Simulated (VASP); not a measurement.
All values below come from PBE GGA, VASP's PBE PAW potentials (set 64) (plane waves; VASP).

VASP input:

File POSCAR:
```
BiN
1
    2.9680490000     0.0000000000     0.0000000000
    0.0000000000     2.9680490000     0.0000000000
    0.0000000000     0.0000000000     2.9680490000
Bi N
1 1
Direct
 -0.0261650000  -0.0017880000   0.0174440000
  0.5261650000   0.5017880000   0.4825560000
```

### INCAR
```
! general
SYSTEM  = BiN
PREC    = Accurate
ENCUT   = 400   ! plane-wave cut-off (eV)
LREAL   = .False.   ! projection in real space or not
LASPH   = .True.

! electronic loop
EDIFF   = 1E-6
NELM    = 100
ALGO    = Normal   ! blocked Davidson
LMAXMIX = 4   ! l cut-off of mixed one-centre charges

! smearing
ISMEAR  = 0   ! Gaussian
SIGMA   = 0.272

! functional
GGA     = PE

! ions
ISIF    = 2   ! forces and stress, cell fixed

! output
LWAVE   = .False.
LCHARG  = .False.
```

File KPOINTS:
```
Automatic mesh
0
G
  7 7 7
```

POTCAR, in this order: Bi_d N (PBE.64 set). Program: vasp_std.

The run wrote:

File OSZICAR:
```
       N       E                     dE             d eps       ncg     rms          rms(c)
DAV:   1     0.144969245732E+03    0.14497E+03   -0.96156E+03  4924   0.161E+03
DAV:   2    -0.172533612383E+01   -0.14669E+03   -0.14325E+03  5374   0.391E+02
DAV:   3    -0.108551562219E+02   -0.91298E+01   -0.90243E+01  5884   0.102E+02
DAV:   4    -0.110167446533E+02   -0.16159E+00   -0.16154E+00  5518   0.143E+01
DAV:   5    -0.110219111283E+02   -0.51665E-02   -0.51664E-02  6426   0.238E+00    0.821E+00
DAV:   6    -0.909903004479E+01    0.19229E+01   -0.14506E+01  7076   0.312E+01    0.388E+00
DAV:   7    -0.893176143257E+01    0.16727E+00   -0.12759E+00  5394   0.861E+00    0.161E+00
DAV:   8    -0.892610403766E+01    0.56574E-02   -0.14821E-01  4876   0.376E+00    0.129E+00
DAV:   9    -0.891835683867E+01    0.77472E-02   -0.12061E-02  5164   0.104E+00    0.264E-01
DAV:  10    -0.891870492200E+01   -0.34808E-03   -0.22824E-03  5410   0.307E-01    0.276E-01
DAV:  11    -0.891837373399E+01    0.33119E-03   -0.91555E-04  5104   0.193E-01    0.117E-02
DAV:  12    -0.891837314188E+01    0.59211E-06   -0.18113E-05  5968   0.401E-02    0.653E-03
DAV:  13    -0.891837312676E+01    0.15125E-07   -0.31031E-07  3098   0.728E-03
   1 F= -.89183731E+01 E0= -.89068478E+01  d E =-.230507E-01
```

### OUTCAR
```
------------------------ aborting loop because EDIFF is reached ----------------------------------------
  FORCE on cell =-STRESS in cart. coord.  units (eV):
  Direction    XX          YY          ZZ          XY          YZ          ZX
  --------------------------------------------------------------------------------------
  Total        6.3876916      6.1634142      6.2655430      0.0151537     -0.0117080     -0.1271715
  in kB      391.4184787    377.6754370    383.9335788      0.9285741     -0.7174325     -7.7926882
  external PRESSURE =     384.3424982 kB  Pullay stress =       0.0000000 kB
  volume of cell :       26.15
      direct lattice vectors                 reciprocal lattice vectors
     2.968049000  0.000000000  0.000000000     0.336921661  0.000000000  0.000000000
     0.000000000  2.968049000  0.000000000     0.000000000  0.336921661  0.000000000
     0.000000000  0.000000000  2.968049000     0.000000000  0.000000000  0.336921661
 POSITION                                       TOTAL-FORCE (eV/Angst)
 -----------------------------------------------------------------------------------
      2.89039      2.96274      0.05177        -0.182216     -0.013193      0.127272
      1.56168      1.48933      1.43225         0.182216      0.013193     -0.127272
 -----------------------------------------------------------------------------------
    total drift:                                0.000035     -0.000194     -0.000579
  FREE ENERGIE OF THE ION-ELECTRON SYSTEM (eV)
  ---------------------------------------------------
  free  energy   TOTEN  =        -8.9183731268 eV

  energy  without entropy=       -8.8953223815  energy(sigma->0) =       -8.90684775
```
(Selected blocks of OUTCAR.)

At this cut-off the stress carries a Pulay error, which pulls relaxed volumes low.

The structure was generated: BiN was put into an ordered model structure, which need not be its known phase. The cell was not relaxed at this level, atoms are displaced from their ideal sites. The k-mesh is coarse (spacing up to 0.30 per Å, 2π included), so the numbers may not be converged in it.
